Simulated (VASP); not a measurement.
## YLuN2: single point with r2SCAN

The system is YLuN2.

```
Y N Lu
1.0
     3.40904    0.00000    0.00000
     0.00000    3.40904    0.00000
     0.00000    0.00000    4.81884
Y N Lu
1 2 1
Direct
  0.00000 0.00000 0.00000
  0.00000 0.00000 0.50000
  0.50000 0.50000 0.00000
  0.50000 0.50000 0.50000
```

The cell was built by a generator and needn't be a form met in nature.

- Program: VASP 6.6.1
- Task: single point
- Functional: r2SCAN
- Potentials or basis: VASP PAW PBE potentials, release 64 (Y_sv, N, Lu)
- Cutoff: 520 eV
- k mesh: 6 × 6 × 6
- Occupations: fermi-dirac, width 0.02 eV
- Spin: no spin polarisation

| Item | Value |
| --- | --- |
| Pressure | 0.7 GPa |
| Band gap on the k mesh | 0.45 eV, direct |

Levels at points of the mesh, in eV from the valence-band top:
| k point | band 19 | band 20 | band 21 | band 22 | band 23 | band 24 | band 25 | band 26 | band 27 | band 28 |
| --- | --- | --- | --- | --- | --- | --- | --- | --- | --- | --- |
| (0.00, 0.00, 0.00) | -0.54 | -0.54 | 0.00 | 0.00 | 0.00 | 0.45 | 3.60 | 3.60 | 3.61 | 4.38 |
| (0.50, 0.00, 0.00) | -3.03 | -2.32 | -2.22 | -1.82 | -1.60 | 4.99 | 5.06 | 5.82 | 5.95 | 6.33 |
| (0.50, 0.50, 0.00) | -2.00 | -0.66 | -0.50 | -0.50 | -0.42 | 0.45 | 0.45 | 7.54 | 7.65 | 7.87 |
| (0.00, 0.00, 0.50) | -2.65 | -0.65 | -0.65 | -0.57 | -0.57 | 1.67 | 1.73 | 5.67 | 6.45 | 6.48 |
| (0.50, 0.00, 0.50) | -3.33 | -2.58 | -2.56 | -2.55 | -2.53 | 6.37 | 6.42 | 7.04 | 7.12 | 7.19 |
| (0.50, 0.50, 0.50) | -2.15 | -2.13 | -2.13 | -1.64 | -1.64 | 4.57 | 4.57 | 4.57 | 4.57 | 8.11 |

Wall time 3.5 min on 1 thread of Intel(R) Xeon(R) Platinum 8488C (Sapphire Rapids) (shared host), peak memory 0.24 GiB.

Caveat: the PAW data sets were made with another functional, which shifts forces and pressure a little; spin-orbit coupling is left out, which moves the levels of the heavy elements. A k mesh can miss the band edges.
